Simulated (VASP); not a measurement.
# Nb3Sn: how cutoff and mesh change the relaxed cell

Aim: test the relaxed volume of Nb3Sn against cutoff and mesh. The starting structure is a measured crystal structure from the Crystallography Open Database. The first relaxation on each setting starts from this cell expanded by 3 % in volume.

Main program and level: VASP 6.6.1; Kohn-Sham DFT with plane waves and PAW; PBEsol.

## (1) The structure

Symmetry: Pm-3n, No. 223, cubic system. The conventional cell has a = 5.282 Å, b = 5.282 Å, c = 5.282 Å, α = 90.00°, β = 90.00°, γ = 90.00°. Nearest to Sn lie 12 Nb at 2.95 Å. Nearest to Nb lie 2 Nb at 2.64 Å and 4 Sn at 2.95 Å. Farther neighbours are not listed.

Coordinates:

```
Sn Nb
1.0
     5.28210    0.00000    0.00000
     0.00000    5.28210    0.00000
     0.00000    0.00000    5.28210
Sn Nb
2 6
Cartesian
  2.6410 2.6410 2.6410
  0.0000 0.0000 0.0000
  0.0000 2.6410 1.3205
  0.0000 2.6410 3.9616
  2.6410 1.3205 0.0000
  3.9616 0.0000 2.6410
  2.6410 3.9616 0.0000
  1.3205 0.0000 2.6410
```

## (2) Reference relaxation

This run starts from the cell of an earlier relaxation, which isn't shown; the restart sets up the plane waves anew.

The input, INCAR:

```
SYSTEM = Nb3Sn
PREC = Accurate
ENCUT = 450
EDIFF = 1E-06
NELM = 100
ISMEAR = 1
SIGMA = 0.15
LREAL = .FALSE.
ALGO = Normal
GGA = PS
NBANDS = 65
LASPH = .TRUE.
LORBIT = 11
LWAVE = .FALSE.
LCHARG = .FALSE.
KPAR = 8
IBRION = 2
NSW = 50
ISIF = 3
EDIFFG = -0.006
```

The input, POSCAR:

```
Nb3Sn
1.0
    5.2548442801      0.0000000000      0.0000000000
    0.0000000000      5.2548442801      0.0000000000
    0.0000000000      0.0000000000      5.2548442801
Sn Nb
2 6
Direct
    0.5000000000      0.5000000000      0.5000000000
    0.0000000000      0.0000000000      0.0000000000
    0.0000000000      0.5000000000      0.2500000000
    0.0000000000      0.5000000000      0.7500000000
    0.5000000000      0.2500000000      0.0000000000
    0.7500000000      0.0000000000      0.5000000000
    0.5000000000      0.7500000000      0.0000000000
    0.2500000000      0.0000000000      0.5000000000
```

The input, KPOINTS:

```
Automatic mesh
0
Gamma
6 6 6
0 0 0
```

The projector-augmented-wave data sets are Sn_d and Nb_sv (PBE family, release 64).

Command:

```bash
mpirun -np 8 vasp_std
```

Output:

```text
[banner, memory and clock lines left out]
running    8 mpi-ranks, on    1 nodes
 distrk:  each k-point on    1 cores,    8 groups
 distr:  one band on    1 cores,    1 groups

 POSCAR found type information on POSCAR SnNb
 POSCAR found :  2 types and       8 ions
|                                                                             |
|           W    W    AA    RRRRR   N    N  II  N    N   GGGG   !!!           |
|           W    W   A  A   R    R  NN   N  II  NN   N  G    G  !!!           |
|           W    W  A    A  R    R  N N  N  II  N N  N  G       !!!           |
|           W WW W  AAAAAA  RRRRR   N  N N  II  N  N N  G  GGG   !            |
|           WW  WW  A    A  R   R   N   NN  II  N   NN  G    G                |
|           W    W  A    A  R    R  N    N  II  N    N   GGGG   !!!           |
|                                                                             |
|     For optimal performance we recommend to set                             |
|       NCORE = 2 up to number-of-cores-per-socket                            |
|     NCORE specifies how many cores store one orbital (NPAR=cpu/NCORE).      |
|     This setting can greatly improve the performance of VASP for DFT.       |
|     The default, NCORE=1 might be grossly inefficient on modern             |
|     multi-core architectures or massively parallel machines. Do your        |
|     Unfortunately you need to use the default for GW and RPA                |
|     calculations (for HF NCORE is supported but not extensively tested      |
|     yet).                                                                   |
|                                                                             |

|                                                                             |
|               ----> ADVICE to this user running VASP <----                  |
|                                                                             |
|     You enforced a specific xc type in the INCAR file but a different       |
|     [... a line on the potential file left out ...]
|     I HOPE YOU KNOW WHAT YOU ARE DOING!                                     |
|                                                                             |

 LDA part: xc-table for (Slater+PW92), standard interpolation
 POSCAR, INCAR and KPOINTS ok, starting setup
 FFT: planning ... GRIDC
 FFT: planning ... GRID_SOFT
 FFT: planning ... GRID
 WAVECAR not read
 entering main loop
       N       E                     dE             d eps       ncg     rms          rms(c)
DAV:   1     0.166194132190E+04    0.16619E+04   -0.47062E+04  2713   0.200E+03
DAV:   2     0.186211715367E+03   -0.14757E+04   -0.14390E+04  2600   0.738E+02
DAV:   3    -0.505631068705E+02   -0.23677E+03   -0.22707E+03  3489   0.249E+02
DAV:   4    -0.772362314058E+02   -0.26673E+02   -0.26046E+02  3928   0.758E+01
DAV:   5    -0.793120575552E+02   -0.20758E+01   -0.20622E+01  4712   0.186E+01    0.191E+01
DAV:   6    -0.762589874761E+02    0.30531E+01   -0.89020E+00  3640   0.149E+01    0.620E+00
DAV:   7    -0.759559918993E+02    0.30300E+00   -0.20790E+00  4088   0.677E+00    0.268E+00
DAV:   8    -0.759496460161E+02    0.63459E-02   -0.21536E-01  4248   0.235E+00    0.816E-01
DAV:   9    -0.759505422647E+02   -0.89625E-03   -0.32006E-02  4016   0.979E-01    0.353E-01
DAV:  10    -0.759509523270E+02   -0.41006E-03   -0.53148E-03  3992   0.355E-01    0.497E-02
DAV:  11    -0.759509312469E+02    0.21080E-04   -0.50794E-04  3616   0.130E-01    0.303E-02
DAV:  12    -0.759509224639E+02    0.87830E-05   -0.50632E-05  4536   0.386E-02    0.466E-03
DAV:  13    -0.759509215903E+02    0.87360E-06   -0.29990E-06  2568   0.994E-03
   1 F= -.75950922E+02 E0= -.75944011E+02  d E =-.759509E+02
 curvature:   0.00 expect dE= 0.000E+00 dE for cont linesearch  0.000E+00
 trial: gam= 0.00000 g(F)=  0.149E-48 g(S)=  0.429E-04 ort = 0.000E+00 (trialstep = 0.100E+01)
 search vector abs. value=  0.429E-04
 bond charge predicted
       N       E                     dE             d eps       ncg     rms          rms(c)
DAV:   1    -0.759515605669E+02   -0.63810E-03   -0.23728E-02  3008   0.123E+00    0.170E-01
DAV:   2    -0.759510669824E+02    0.49358E-03   -0.24410E-03  3480   0.370E-01    0.960E-02
DAV:   3    -0.759508796491E+02    0.18733E-03   -0.13703E-03  3944   0.208E-01    0.536E-02
DAV:   4    -0.759508779703E+02    0.16788E-05   -0.16308E-04  3648   0.590E-02    0.200E-02
DAV:   5    -0.759508881359E+02   -0.10166E-04   -0.16329E-05  3728   0.184E-02    0.175E-02
DAV:   6    -0.759508930437E+02   -0.49078E-05   -0.43132E-06  2624   0.892E-03    0.904E-03
DAV:   7    -0.759508980532E+02   -0.50095E-05   -0.51582E-06  2960   0.910E-03    0.208E-03
DAV:   8    -0.759508970072E+02    0.10460E-05   -0.69053E-07  1840   0.636E-03    0.136E-03
DAV:   9    -0.759508972562E+02   -0.24895E-06   -0.27044E-07  1840   0.336E-03
   2 F= -.75950897E+02 E0= -.75943990E+02  d E =0.243341E-04
 trial-energy change:    0.000024  1 .order    0.000022   -0.000043    0.000086
 step:   0.3314(harm=  0.3314)  dis= 0.00000  next Energy=   -75.950929 (dE=-0.710E-05)
 bond charge predicted
       N       E                     dE             d eps       ncg     rms          rms(c)
DAV:   1    -0.759512262877E+02   -0.32928E-03   -0.10636E-02  2976   0.820E-01    0.114E-01
DAV:   2    -0.759510166127E+02    0.20967E-03   -0.11029E-03  3448   0.248E-01    0.644E-02
DAV:   3    -0.759509363335E+02    0.80279E-04   -0.61217E-04  3936   0.139E-01    0.357E-02
DAV:   4    -0.759509305962E+02    0.57374E-05   -0.72739E-05  3640   0.394E-02    0.132E-02
DAV:   5    -0.759509303328E+02    0.26333E-06   -0.62644E-06  2832   0.123E-02
   3 F= -.75950930E+02 E0= -.75944022E+02  d E =-.874255E-05
 curvature:  -0.17 expect dE=-0.337E-07 dE for cont linesearch -0.337E-07
 trial: gam=-0.06416 g(F)=  0.873E-48 g(S)=  0.203E-06 ort = 0.295E-05 (trialstep = 0.866E+00)
 search vector abs. value=  0.107E-08
 reached required accuracy - stopping structural energy minimisation
```

It took 51 s on 8 MPI ranks of Intel Xeon 6975P-C (Granite Rapids), shared host; peak memory 2.4 GiB.

Lines that name or quote the potential files are left out of all logs, and their timing lines are given in words.

OUTCAR, selected parts (step 2):

```text
ion  position               nearest neighbor table
   1  0.500  0.500  0.500-   3 2.94   4 2.94   5 2.94   6 2.94   7 2.94   8 2.94   5 2.94   7 2.94
                             6 2.94   8 2.94   3 2.94   4 2.94
   2  0.000  0.000  0.000-   3 2.94   4 2.94   5 2.94   6 2.94   7 2.94   8 2.94   6 2.94   8 2.94
                             3 2.94   4 2.94   5 2.94   7 2.94
   3  0.000  0.500  0.250-   4 2.63   4 2.63   1 2.94   2 2.94   2 2.94   1 2.94
   4  0.000  0.500  0.750-   3 2.63   3 2.63   1 2.94   2 2.94   2 2.94   1 2.94
   5  0.500  0.250  0.000-   7 2.63   7 2.63   1 2.94   1 2.94   2 2.94   2 2.94
   6  0.750  0.000  0.500-   8 2.63   8 2.63   1 2.94   2 2.94   1 2.94   2 2.94
   7  0.500  0.750  0.000-   5 2.63   5 2.63   1 2.94   1 2.94   2 2.94   2 2.94
   8  0.250  0.000  0.500-   6 2.63   6 2.63   1 2.94   2 2.94   1 2.94   2 2.94

  LATTYP: Found a simple cubic cell.
 ALAT       =     5.2548442801

 Subroutine GETGRP returns: Found 48 space group operations
 (whereof 24 operations were pure point group operations)

The static configuration has the point symmetry T_h .
 The point group associated with its full space group is O_h .

 Found     20 irreducible k-points:

   k-points           NKPTS =     20   k-points in BZ     NKDIM =     20   number of bands    NBANDS=     65

   dimension x,y,z NGX =    36 NGY =   36 NGZ =   36
   dimension x,y,z NGXF=    72 NGYF=   72 NGZF=   72

   ENCUT  =  450.0 eV  33.07 Ry    5.75 a.u.   9.09  9.09  9.09*2*pi/ulx,y,z

   NELECT =     106.0000    total number of electrons

 k-points in reciprocal lattice and weights: Automatic mesh
   0.00000000  0.00000000  0.00000000       0.005
   0.16666667  0.00000000  0.00000000       0.028
   0.33333333  0.00000000  0.00000000       0.028
   0.50000000  0.00000000  0.00000000       0.014
   0.16666667  0.16666667  0.00000000       0.056
   0.33333333  0.16666667  0.00000000       0.111
   0.50000000  0.16666667  0.00000000       0.056
   0.33333333  0.33333333  0.00000000       0.056
   0.50000000  0.33333333  0.00000000       0.056
[...]
0.50000000  0.50000000  0.33333333       0.028
   0.50000000  0.50000000  0.50000000       0.005

 average (electrostatic) potential at core
       1 -94.5056       2 -94.5056       3 -76.3563       4 -76.3563       5 -76.3563
       6 -76.3563       7 -76.3563       8 -76.3563

 E-fermi :  11.5296

 k-point     1 :       0.0000    0.0000    0.0000
  band No.  band energies     occupation
    ...
     50      10.9758      2.00000
     51      10.9758      2.00000
     52      10.9758      2.00000
     53      11.4675      1.63851
     54      11.4675      1.63851
     55      13.9611     -0.00000
     56      13.9611     -0.00000
     57      13.9611     -0.00000
     58      14.0716     -0.00000
     59      15.1007      0.00000
    ...

 k-point     2 :       0.1667    0.0000    0.0000
  band No.  band energies     occupation
    ...
     50      10.9556      2.00000
     51      11.0288      2.00002
     52      11.0288      2.00002
     53      11.5261      1.03878
     54      11.5350      0.93947
     55      13.6922     -0.00000
     56      13.8584     -0.00000
     57      13.8584     -0.00000
     58      14.4495     -0.00000
     59      14.7431      0.00000
    ...

 k-point     3 :       0.3333    0.0000    0.0000
  band No.  band energies     occupation
    ...
     50      10.8655      2.00000
     51      10.8752      2.00000
     52      10.8752      2.00000
     53      11.4213      1.93449
     54      11.5044      1.27926
     55      12.8570     -0.00000
     56      13.7346     -0.00000
     57      13.7346     -0.00000
     58      14.3885     -0.00000
     59      14.4088     -0.00000
    ...

  Total       -0.0033537     -0.0033537     -0.0033537      0.0000000     -0.0000000      0.0000000
  in kB       -0.0370408     -0.0370408     -0.0370408      0.0000000     -0.0000000      0.0000000
  external PRESSURE =      -0.0370408 kB  Pullay stress =       0.0000000 kB

  energy-cutoff  :      450.00
  volume of cell :      145.06
      direct lattice vectors                 reciprocal lattice vectors
     5.254333211 -0.000000000 -0.000000000     0.190319106 -0.000000000  0.000000000
     0.000000000  5.254333211 -0.000000000     0.000000000  0.190319106  0.000000000
    -0.000000000 -0.000000000  5.254333211     0.000000000  0.000000000  0.190319106

 POSITION                                       TOTAL-FORCE (eV/Angst)
 -----------------------------------------------------------------------------------
      2.62717      2.62717      2.62717        -0.000000      0.000000     -0.000000
      0.00000      0.00000      0.00000        -0.000000      0.000000     -0.000000
      0.00000      2.62717      1.31358         0.000000      0.000000     -0.000000
      0.00000      2.62717      3.94075        -0.000000     -0.000000      0.000000
      2.62717      1.31358     -0.00000         0.000000     -0.000000      0.000000
      3.94075     -0.00000      2.62717         0.000000      0.000000     -0.000000
      2.62717      3.94075     -0.00000         0.000000      0.000000      0.000000
      1.31358     -0.00000      2.62717        -0.000000     -0.000000      0.000000
 -----------------------------------------------------------------------------------
    total drift:                                0.000000      0.000000     -0.000000

  FREE ENERGIE OF THE ION-ELECTRON SYSTEM (eV)
  ---------------------------------------------------
  free  energy   TOTEN  =       -75.9509303328 eV

  energy  without entropy=      -75.9302046855  energy(sigma->0) =      -75.94402178

 reached required accuracy - stopping structural energy minimisation

 total charge
# of ion       s       p       d       tot
------------------------------------------
    1        1.088   1.479  10.063  12.630
    2        1.088   1.479  10.063  12.630
    3        2.188   6.001   2.536  10.725
    4        2.188   6.001   2.536  10.725
    5        2.188   6.001   2.536  10.725
    6        2.188   6.001   2.536  10.725
    7        2.188   6.001   2.536  10.725
    8        2.188   6.001   2.536  10.725
--------------------------------------------------
tot         15.302  38.965  35.343  89.610

[... 3 further parts left out ...]
```

The PAW data sets were made with PBE, which is usual practice but a small mismatch for other functionals. The run keeps the 48 symmetry operations of its start, so it cannot find a distortion of lower symmetry.

The reference relaxation ends at 18.133 Å³ an atom.

## (3) Relaxation with a cutoff of 290 eV

Against step 2 the input has ENCUT = 290. This run starts from the cell of an earlier relaxation, which isn't shown; the restart sets up the plane waves anew.

Edit INCAR of step 2 so:

```diff
@@ -2,3 +2,3 @@
 PREC = Accurate
-ENCUT = 450
+ENCUT = 290
 EDIFF = 1E-06
```

Edit POSCAR of step 2 so:

```diff
@@ -2,5 +2,5 @@
 1.0
-    5.2548442801      0.0000000000      0.0000000000
-    0.0000000000      5.2548442801      0.0000000000
-    0.0000000000      0.0000000000      5.2548442801
+    5.2482462510      0.0000000000      0.0000000000
+    0.0000000000      5.2482462510      0.0000000000
+    0.0000000000      0.0000000000      5.2482462510
 Sn Nb
```

KPOINTS is that of step 2.

Command:

```bash
mpirun -np 8 vasp_std
```

Output:

```text
[banner, memory and clock lines left out]
running    8 mpi-ranks, on    1 nodes
[...]
[... a notice as in an earlier step ...]

 [... a notice as in an earlier step ...]

 LDA part: xc-table for (Slater+PW92), standard interpolation
 POSCAR, INCAR and KPOINTS ok, starting setup
[...]
entering main loop
       N       E                     dE             d eps       ncg     rms          rms(c)
DAV:   1     0.127431166017E+04    0.12743E+04   -0.37536E+04  2696   0.152E+03
DAV:   2     0.115016341756E+03   -0.11593E+04   -0.11313E+04  2624   0.580E+02
DAV:   3    -0.591158232624E+02   -0.17413E+03   -0.16621E+03  3575   0.191E+02
DAV:   4    -0.780381417910E+02   -0.18922E+02   -0.18404E+02  4008   0.572E+01
[...]
DAV:  11    -0.758875786700E+02    0.25553E-04   -0.28000E-04  4064   0.812E-02    0.240E-02
DAV:  12    -0.758875705525E+02    0.81175E-05   -0.17255E-05  4048   0.202E-02    0.483E-03
DAV:  13    -0.758875696087E+02    0.94380E-06   -0.11264E-06  2264   0.562E-03
[...]
2 F= -.75886890E+02 E0= -.75880010E+02  d E =0.679576E-03
 trial-energy change:    0.000680  1 .order    0.000695   -0.001285    0.002675
 step:   0.3296(harm=  0.3244)  dis= 0.00000  next Energy=   -75.887782 (dE=-0.212E-03)
[...]
N       E                     dE             d eps       ncg     rms          rms(c)
DAV:   1    -0.758968869980E+02   -0.99979E-02   -0.31816E-01  2789   0.432E+00    0.629E-01
DAV:   2    -0.758901519755E+02    0.67350E-02   -0.31930E-02  3214   0.126E+00    0.344E-01
DAV:   3    -0.758877897933E+02    0.23622E-02   -0.17248E-02  3861   0.725E-01    0.194E-01
DAV:   4    -0.758877040237E+02    0.85770E-04   -0.20014E-03  3559   0.193E-01    0.721E-02
DAV:   5    -0.758877659863E+02   -0.61963E-04   -0.23565E-04  4414   0.652E-02    0.649E-02
DAV:   6    -0.758877789483E+02   -0.12962E-04   -0.40374E-05  3639   0.236E-02    0.385E-02
DAV:   7    -0.758877747819E+02    0.41665E-05   -0.53599E-05  3927   0.231E-02    0.724E-03
DAV:   8    -0.758877795199E+02   -0.47381E-05   -0.50810E-06  2856   0.108E-02    0.434E-03
DAV:   9    -0.758877791228E+02    0.39706E-06   -0.32723E-07  1840   0.347E-03
   3 F= -.75887779E+02 E0= -.75880879E+02  d E =-.209514E-03
[...]
reached required accuracy - stopping structural energy minimisation
```

Run time: 19 s. Hardware: 8 MPI ranks; peak memory 1.7 GiB.

From OUTCAR (step 3):

```text
  Total       -0.0029801     -0.0029801     -0.0029801      0.0000000     -0.0000000      0.0000000
  in kB       -0.0330819     -0.0330819     -0.0330819      0.0000000     -0.0000000      0.0000000
  external PRESSURE =      -0.0330819 kB  Pullay stress =       0.0000000 kB

 POSITION                                       TOTAL-FORCE (eV/Angst)
 -----------------------------------------------------------------------------------
      2.62273      2.62273      2.62273        -0.000000     -0.000000      0.000000
      0.00000      0.00000      0.00000        -0.000000     -0.000000      0.000000
     -0.00000      2.62273      1.31137        -0.000000     -0.000000      0.000000
     -0.00000      2.62273      3.93410        -0.000000     -0.000000     -0.000000
      2.62273      1.31137      0.00000         0.000000      0.000000     -0.000000
      3.93410      0.00000      2.62273         0.000000     -0.000000     -0.000000
      2.62273      3.93410      0.00000         0.000000     -0.000000      0.000000
      1.31137      0.00000      2.62273        -0.000000      0.000000      0.000000
 -----------------------------------------------------------------------------------
    total drift:                                0.000000      0.000000      0.000000

  FREE ENERGIE OF THE ION-ELECTRON SYSTEM (eV)
  ---------------------------------------------------
  free  energy   TOTEN  =       -75.8877791228 eV

  energy  without entropy=      -75.8670772622  energy(sigma->0) =      -75.88087850

[... 2 parts as in an earlier step ...]

[... 2 further parts left out ...]
[key lines of the parts left out:]
E-fermi :  11.6101
```

With a cutoff of 290 eV the cell ends at 18.041 Å³ an atom, -0.51 % from the reference.

(Part 1 of 2 ends here.)

[Lines on the potential files, build, host, timing and source positions are cut from VASP's logs without a mark.]

[Logs are printed without paths, hosts, clocks, repeated set-up lines and the standing remarks that a program may print on its own settings, such as how far it seeks lower states.]

[Hosts, paths, dates, database ids (printed as entryN), source tags and the programs' standing remarks are cut or masked in the printed files.]
